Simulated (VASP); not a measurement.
Data:

```
MgS
1.0
    0.00000     2.59575     2.59575
    2.59575     0.00000     2.59575
    2.59575     2.59575     0.00000
Mg S
1 1
Cartesian
  0.00000   2.59575   2.59575
  2.59575   2.59575   2.59575
```

All values below come from r2SCAN meta-GGA, VASP's PBE PAW potentials (set 64) (plane waves; VASP 6.6.1). Run with 520 eV cut-off, 10×10×10 Γ-centred mesh, tetrahedra with Blöchl corrections, potentials Mg S.

### Question
Give the energies of bands 2 to 7 at the high-symmetry points, in eV from the valence-band maximum.

### Answer

```tsv
band	Γ	X	U	L	W
2	0.00	-4.31	-3.79	-4.91	-3.31
3	0.00	-1.74	-3.23	-0.63	-3.31
4	0.00	-1.74	-1.42	-0.63	-2.37
5	4.67	3.45	4.55	5.23	5.93
6	8.53	4.91	7.34	7.51	8.64
7	8.53	13.21	10.46	7.51	8.64
```

The gap is indirect, 3.45 eV, from the valence maximum at Γ to the conduction minimum at X.

The compound is MgS in the rock salt structure. It was relaxed first.
